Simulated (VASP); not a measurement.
```
Ga
1.0
    2.32039    -3.98975     0.00000
    2.32039     3.98975     0.00000
    0.00000     0.00000     4.75550
Ga
4
Direct
  0.15570   0.84430   0.91820
  0.34430   0.65570   0.41820
  0.65570   0.34430   0.58180
  0.84430   0.15570   0.08180
```

Method: PBE GGA, VASP's PBE PAW potentials (set 64) (plane waves; VASP). Settings: 480 eV cut-off, 8×8×6 Γ-centred mesh, first-order Methfessel-Paxton smearing of 0.10 eV, potentials Ga_d.

Problem. Give the stress tensor in GPa (positive for a compressed cell).

Solution. 
```
-3.17   0.00   0.00
 0.00  -2.93   0.00
 0.00   0.00  -3.27
```
The pressure is its mean diagonal, -3.12 GPa.

The compound is Ga in the alpha structure. This cell was strained or had an atom moved on purpose.
